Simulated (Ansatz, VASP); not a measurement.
# Zr2CO2 (twisted Zr2CO2 MXene bilayer, 38.21 deg): VASP beside Ansatz, part 2 of 2

One calculation is typed for both programs; each brings its own data sets. How far apart do they land? The cell is taken from a series of runs on this material, whose earlier steps may have relaxed, scaled, displaced or heated it; both programs get it as it stands.

VASP 6.6.1 and Ansatz 0.2.0.

So far: Set-up; Ansatz: single point, PBE, pair 1; VASP: single point, PBE, pair 1.

## 4. Side by side

Known differences besides the potentials themselves: the cutoff is 420 eV in Ansatz and 520 eV in VASP (PREC = Accurate, projectors in real space). Total energies have different zeros and are not compared.

Compared:

| quantity | Ansatz | VASP | difference |
| --- | --- | --- | --- |
| gap on the k mesh (eV) | 1.422 | 1.420 | +0.002 |

Forces on 10 of the 70 atoms, those with the largest forces and the largest differences (eV/Å; atoms numbered as in POSCAR):

| atom | Ansatz x, y, z | VASP x, y, z |
| --- | --- | --- |
| Zr16 | -0.152, -0.433, -1.293 | -0.153, -0.434, -1.290 |
| Zr17 | 1.050, 0.189, 0.809 | 1.056, 0.188, 0.804 |
| Zr18 | -0.104, 0.887, -0.918 | -0.104, 0.891, -0.921 |
| Zr19 | 0.257, -0.638, 1.059 | 0.257, -0.644, 1.055 |
| Zr22 | 0.256, 0.312, -1.246 | 0.255, 0.312, -1.243 |
| Zr28 | 0.016, -0.105, -1.850 | 0.016, -0.110, -1.843 |
| Zr35 | 0.131, -1.126, 0.527 | 0.136, -1.135, 0.526 |
| O50 | -0.467, -0.539, -0.122 | -0.475, -0.548, -0.150 |
| O63 | 0.548, 0.127, 0.384 | 0.558, 0.136, 0.413 |
| O64 | -0.212, 0.022, -0.123 | -0.213, 0.019, -0.150 |

The forces differ by 9.8 meV/Å r.m.s., which is 2.2 % of the r.m.s. force of 0.449 eV/Å (both taken over all components). A gap on the mesh is an upper bound, since the band edges may lie between its points. With vacuum in the cell, a pressure given here is an average over mostly empty space and none of the material.

## 5. VASP: single point, PBE, pair 2

With cell and atoms fixed, the geometry can't cause a difference; cores, projectors, grids and the points listed under the comparison can.

The input, INCAR:

```
SYSTEM = Zr2CO2
PREC = Accurate
ENCUT = 520
EDIFF = 1E-06
NELM = 120
ISMEAR = -1
SIGMA = 0.05
LREAL = Auto
ALGO = Normal
GGA = PE
NBANDS = 336
LASPH = .TRUE.
LORBIT = 11
LWAVE = .FALSE.
LCHARG = .FALSE.
ISIF = 2
GGA_COMPAT = .FALSE.
EFERMI = MIDGAP
NCORE = 2
```

The input, POSCAR:

```
Zr2CO2
1.0
    8.7574000000      0.0000000000      0.0000000000
   -4.3787000000      7.5841300000      0.0000000000
    0.0000000000      0.0000000000     28.1500000000
C Zr O
14 28 28
Direct
    0.0018500000      0.9995400000      0.3654600000
    0.1531200000      0.4226100000      0.3657700000
    0.2761300000      0.8606900000      0.3676100000
    0.4225600000      0.2826600000      0.3646300000
    0.5636800000      0.7152500000      0.3630500000
    0.7214400000      0.1483000000      0.3668000000
    0.8561900000      0.5654900000      0.3659800000
    0.0928700000      0.6556200000      0.6344000000
    0.9355600000      0.9357400000      0.6338000000
    0.6471800000      0.4970500000      0.6316100000
    0.7928900000      0.2082000000      0.6357900000
    0.5058700000      0.7815600000      0.6324100000
    0.2085400000      0.3593600000      0.6348600000
    0.3616700000      0.0675900000      0.6326300000
    0.1840600000      0.2366700000      0.4141700000
    0.2389200000      0.0462800000      0.3176100000
    0.3298700000      0.6681000000      0.4156700000
    0.3839200000      0.4745200000      0.3169800000
    0.4592700000      0.0809400000      0.4145500000
    0.5227400000      0.9052400000      0.3194800000
    0.6174300000      0.5232700000      0.4153000000
    0.6567000000      0.3257800000      0.3190500000
    0.7450700000      0.9355500000      0.4152000000
    0.8098500000      0.7678100000      0.3153300000
    0.9188700000      0.3763300000      0.4145500000
    0.9548000000      0.1954400000      0.3167000000
    0.0267200000      0.8093000000      0.4164300000
    0.0894000000      0.6200500000      0.3169900000
    0.8436600000      0.4581300000      0.6850400000
    0.8762000000      0.6958400000      0.5836300000
    0.7129600000      0.7525600000      0.6809400000
    0.7583100000      0.9771800000      0.5861700000
    0.4110200000      0.3066800000      0.6837500000
    0.4619100000      0.5431000000      0.5874000000
    0.5571400000      0.0170500000      0.6846400000
    0.6073800000      0.2489800000      0.5864100000
    0.2750900000      0.5874500000      0.6811600000
    0.3307900000      0.8393900000      0.5883500000
    0.9961500000      0.1776900000      0.6800400000
    0.0297700000      0.4169000000      0.5866200000
    0.1403100000      0.8819000000      0.6806100000
    0.1721800000      0.1101600000      0.5827300000
    0.2350900000      0.0588200000      0.4477100000
    0.1898500000      0.2380000000      0.2840500000
    0.3776000000      0.4771200000      0.4442100000
    0.3431800000      0.6761900000      0.2786200000
    0.5188700000      0.9061200000      0.4477300000
    0.4704100000      0.0847400000      0.2833900000
    0.6754600000      0.3367800000      0.4474700000
    0.6110300000      0.5151500000      0.2857200000
    0.8145200000      0.7661600000      0.4480500000
    0.7652000000      0.9471600000      0.2855900000
    0.9490300000      0.1936200000      0.4486300000
    0.9176500000      0.3704500000      0.2851200000
    0.0887400000      0.6178300000      0.4474600000
    0.0396300000      0.8009400000      0.2839600000
    0.8886100000      0.6944600000      0.7175300000
    0.8460700000      0.4450900000      0.5543900000
    0.7583900000      0.9779800000      0.7166200000
    0.7094800000      0.7500500000      0.5521200000
    0.4656800000      0.5499900000      0.7139100000
    0.4114100000      0.3023300000      0.5524200000
    0.6047000000      0.2581700000      0.7174000000
    0.5559400000      0.0324200000      0.5509800000
    0.3166000000      0.8247900000      0.7165400000
    0.2827200000      0.6049800000      0.5541600000
    0.0186300000      0.3903700000      0.7153700000
    0.9862500000      0.1641900000      0.5491900000
    0.1868400000      0.1249600000      0.7093600000
    0.1245600000      0.8777900000      0.5516100000
```

The input, KPOINTS:

```
Automatic mesh
0
Gamma
1 1 1
0 0 0
```

PAW data sets: C, Zr_sv and O (PBE family, release 64).

Launch:

```console
mpirun -np 8 vasp_gam
```

Numbers of over 12 decimals in the logs are rounded to 6 here.

The log of the run:

```text
[... set-up lines as in an earlier step ...]
 entering main loop
       N       E                     dE             d eps       ncg     rms          rms(c)
DAV:   1     0.799558145832E+04    0.79956E+04   -0.32500E+05   736   0.163E+03
DAV:   2     0.977946114920E+02   -0.78978E+04   -0.76969E+04   864   0.490E+02
DAV:   3    -0.717912731702E+03   -0.81571E+03   -0.80691E+03   872   0.150E+02
DAV:   4    -0.787933944424E+03   -0.70021E+02   -0.69934E+02  1136   0.386E+01
[...]
DAV:  27    -0.658508214169E+03   -0.40376E-05   -0.10356E-07   456   0.458E-04    0.162E-04
DAV:  28    -0.658508216453E+03   -0.22840E-05   -0.92899E-08   448   0.368E-04    0.122E-04
DAV:  29    -0.658508216937E+03   -0.48448E-06   -0.13591E-08   400   0.225E-04
   1 F= -.65850822E+03 E0= -.65850819E+03  d E =-.507135E-04
```

From OUTCAR (step 5):

```text
 POSITION                                       TOTAL-FORCE (eV/Angst)
 -----------------------------------------------------------------------------------
     -4.36048      7.58064     10.28770        -0.381271     -0.638284      0.578466
     -0.50955      3.20513     10.29643        -1.449803      0.980690      0.224592
     -1.35052      6.52758     10.34822         1.162640     -0.444248     -0.392994
      2.46284      2.14373     10.26433         0.876709      0.150628      0.371243
      1.80451      5.42455     10.21986         0.853567      0.122253      1.901313
      5.66858      1.12473     10.32542        -0.428724     -1.154721     -0.319589
      5.02189      4.28875     10.30234        -0.372807      0.620784     -0.203666
     -2.05746      4.97231     17.85836        -0.820660     -1.125690      0.209092
      4.09575      7.09677     17.84147         0.581752     -0.866164     -0.706212
      3.49118      3.76969     17.77982         0.390196      0.652116      0.725447
      6.03201      1.57902     17.89749        -0.432708      0.499375     -0.582965
      1.00789      5.92745     17.80234         0.548761      0.501870      1.015413
      0.25274      2.72543     17.87131         1.945395      0.164429     -0.518030
      2.87133      0.51261     17.80853         0.448283      0.183226      0.850581
[...]
-----------------------------------------------------------------------------------
    total drift:                               -0.002054     -0.011552      0.009508

  FREE ENERGIE OF THE ION-ELECTRON SYSTEM (eV)
  ---------------------------------------------------
  free  energy   TOTEN  =      -658.5082169371 eV

  energy  without entropy=     -658.5081662236  energy(sigma->0) =     -658.50819158
```

## 6. Ansatz: single point, PBE, pair 2

The same cell, functional, mesh and smearing now go to Ansatz, which takes its cutoff from its data sets.

The cell is taken from a series of runs on this material, whose earlier steps may have relaxed, scaled, displaced or heated it; both programs get it as it stands.

The input, input.yaml:

```yaml
crystal:
  lattice:
    - [8.7574, 0.0, 0.0]
    - [-4.3787, 7.58413, 0.0]
    - [0.0, 0.0, 28.15]
  atoms:
    - { symbol: C, position: [0.00185, 0.99954, 0.36546] }
    - { symbol: Zr, position: [0.18406, 0.23667, 0.41417] }
    - { symbol: Zr, position: [0.23892, 0.04628, 0.31761] }
    - { symbol: O, position: [0.23509, 0.05882, 0.44771] }
    - { symbol: O, position: [0.18985, 0.238, 0.28405] }
    - { symbol: C, position: [0.15312, 0.42261, 0.36577] }
    - { symbol: Zr, position: [0.32987, 0.6681, 0.41567] }
    - { symbol: Zr, position: [0.38392, 0.47452, 0.31698] }
    - { symbol: O, position: [0.3776, 0.47712, 0.44421] }
    - { symbol: O, position: [0.34318, 0.67619, 0.27862] }
    - { symbol: C, position: [0.27613, 0.86069, 0.36761] }
    - { symbol: Zr, position: [0.45927, 0.08094, 0.41455] }
    - { symbol: Zr, position: [0.52274, 0.90524, 0.31948] }
    - { symbol: O, position: [0.51887, 0.90612, 0.44773] }
    - { symbol: O, position: [0.47041, 0.08474, 0.28339] }
    - { symbol: C, position: [0.42256, 0.28266, 0.36463] }
    - { symbol: Zr, position: [0.61743, 0.52327, 0.4153] }
    - { symbol: Zr, position: [0.6567, 0.32578, 0.31905] }
    - { symbol: O, position: [0.67546, 0.33678, 0.44747] }
    - { symbol: O, position: [0.61103, 0.51515, 0.28572] }
    - { symbol: C, position: [0.56368, 0.71525, 0.36305] }
    - { symbol: Zr, position: [0.74507, 0.93555, 0.4152] }
    - { symbol: Zr, position: [0.80985, 0.76781, 0.31533] }
    - { symbol: O, position: [0.81452, 0.76616, 0.44805] }
    - { symbol: O, position: [0.7652, 0.94716, 0.28559] }
    - { symbol: C, position: [0.72144, 0.1483, 0.3668] }
    - { symbol: Zr, position: [0.91887, 0.37633, 0.41455] }
    - { symbol: Zr, position: [0.9548, 0.19544, 0.3167] }
    - { symbol: O, position: [0.94903, 0.19362, 0.44863] }
    - { symbol: O, position: [0.91765, 0.37045, 0.28512] }
    - { symbol: C, position: [0.85619, 0.56549, 0.36598] }
    - { symbol: Zr, position: [0.02672, 0.8093, 0.41643] }
    - { symbol: Zr, position: [0.0894, 0.62005, 0.31699] }
    - { symbol: O, position: [0.08874, 0.61783, 0.44746] }
    - { symbol: O, position: [0.03963, 0.80094, 0.28396] }
    - { symbol: C, position: [0.09287, 0.65562, 0.6344] }
    - { symbol: Zr, position: [0.84366, 0.45813, 0.68504] }
    - { symbol: Zr, position: [0.8762, 0.69584, 0.58363] }
    - { symbol: O, position: [0.88861, 0.69446, 0.71753] }
    - { symbol: O, position: [0.84607, 0.44509, 0.55439] }
    - { symbol: C, position: [0.93556, 0.93574, 0.6338] }
    - { symbol: Zr, position: [0.71296, 0.75256, 0.68094] }
    - { symbol: Zr, position: [0.75831, 0.97718, 0.58617] }
    - { symbol: O, position: [0.75839, 0.97798, 0.71662] }
    - { symbol: O, position: [0.70948, 0.75005, 0.55212] }
    - { symbol: C, position: [0.64718, 0.49705, 0.63161] }
    - { symbol: Zr, position: [0.41102, 0.30668, 0.68375] }
    - { symbol: Zr, position: [0.46191, 0.5431, 0.5874] }
    - { symbol: O, position: [0.46568, 0.54999, 0.71391] }
    - { symbol: O, position: [0.41141, 0.30233, 0.55242] }
    - { symbol: C, position: [0.79289, 0.2082, 0.63579] }
    - { symbol: Zr, position: [0.55714, 0.01705, 0.68464] }
    - { symbol: Zr, position: [0.60738, 0.24898, 0.58641] }
    - { symbol: O, position: [0.6047, 0.25817, 0.7174] }
    - { symbol: O, position: [0.55594, 0.03242, 0.55098] }
    - { symbol: C, position: [0.50587, 0.78156, 0.63241] }
    - { symbol: Zr, position: [0.27509, 0.58745, 0.68116] }
    - { symbol: Zr, position: [0.33079, 0.83939, 0.58835] }
    - { symbol: O, position: [0.3166, 0.82479, 0.71654] }
    - { symbol: O, position: [0.28272, 0.60498, 0.55416] }
    - { symbol: C, position: [0.20854, 0.35936, 0.63486] }
    - { symbol: Zr, position: [0.99615, 0.17769, 0.68004] }
    - { symbol: Zr, position: [0.02977, 0.4169, 0.58662] }
    - { symbol: O, position: [0.01863, 0.39037, 0.71537] }
    - { symbol: O, position: [0.98625, 0.16419, 0.54919] }
    - { symbol: C, position: [0.36167, 0.06759, 0.63263] }
    - { symbol: Zr, position: [0.14031, 0.8819, 0.68061] }
    - { symbol: Zr, position: [0.17218, 0.11016, 0.58273] }
    - { symbol: O, position: [0.18684, 0.12496, 0.70936] }
    - { symbol: O, position: [0.12456, 0.87779, 0.55161] }
kpoints:
  mp_grid: { grid: [1, 1, 1] }
hamiltonian:
  xc: pbe
scf:
  occupations: { method: fermi_dirac, width: 0.05 }
output:
  forces: true
  eigenvalues: true
  populations: true
```

Launch:

```console
ansatz run input.yaml --threads 4 --pin off --max-ram 8192MiB --backend cpu --events-out ev --progress --plain --runs-dir out
```

The log of the run:

```text
[...]
Crystal: 70 atoms, lattice volume = 1869.646 Å³
Basis set: ecut = 420 eV, 36605 PW (Γ), exchange–correlation on 120×120×384 points (8 copies of the dense FFT grid, shifted against one another)
Bands: 350, of which v1, the nominal top of the filled ones, is band 280 counted from 1 (279 counted from 0)
Symmetry: 1 space group operations
[...]
k-points: 1
[...]
--- Löwdin populations: 70 sites ---
  site symbol       q [e]
     0      C      4.8966
     1     Zr     10.8705
     2     Zr     10.8467
     3      O      6.6301
     4      O      6.6390
     5      C      4.8939
     6     Zr     10.8443
     7     Zr     10.8424
[...]
66     Zr     10.8710
    67     Zr     10.8119
    68      O      6.5912
    69      O      6.6372
  spilling = 0.004016 (of n_electrons = 560.000000)
[key lines of the parts left out:]
SCF converged after 12 iterations
Free energy (F): -136630.616342 eV
Fermi energy:    3.744286 eV
```

## 7. Side by side

Both answers:

| quantity | Ansatz | VASP | difference |
| --- | --- | --- | --- |
| gap on the k mesh (eV) | 1.108 | 1.106 | +0.002 |

Forces on 7 of the 70 atoms, those with the largest forces and the largest differences (eV/Å; atoms numbered as in POSCAR):

| atom | Ansatz x, y, z | VASP x, y, z |
| --- | --- | --- |
| Zr23 | -0.085, 2.633, -0.652 | -0.084, 2.645, -0.658 |
| Zr25 | -2.722, 0.361, 0.586 | -2.745, 0.378, 0.566 |
| Zr27 | 3.506, 0.238, -1.210 | 3.565, 0.248, -1.235 |
| Zr30 | 2.833, -1.127, 0.114 | 2.877, -1.150, 0.135 |
| Zr38 | -0.610, -0.982, -2.031 | -0.616, -0.981, -2.030 |
| O51 | -2.048, -1.003, 1.269 | -2.091, -1.022, 1.320 |
| O54 | -1.746, 1.661, -0.855 | -1.778, 1.695, -0.897 |

The forces differ by 17 meV/Å r.m.s., which is 1.9 % of the r.m.s. force of 0.919 eV/Å (both taken over all components). A gap on the mesh is an upper bound, since the band edges may lie between its points. With vacuum in the cell, a pressure given here is an average over mostly empty space and none of the material.

## 8. What came out

```
r.m.s. force difference (single point, PBE, pair 1) : 2.2 % of the r.m.s. force
r.m.s. force difference (single point, PBE, pair 2) : 1.9 % of the r.m.s. force
```

In words: The r.m.s. force difference is 2.2 % of the r.m.s. force (single point, PBE, pair 1), within the 3 % picked in this series as the mark of a large difference. How closely two codes agree says nothing of how well the functional describes the real material.

[Lines on the potential files, build, host, timing and source positions are cut from VASP's logs without a mark.]

[Logs are printed without paths, hosts, clocks, repeated set-up lines and the standing remarks that a program may print on its own settings, such as how far it seeks lower states.]

[Hosts, paths, dates, database ids (printed as entryN), source tags and the programs' standing remarks are cut or masked in the printed files.]
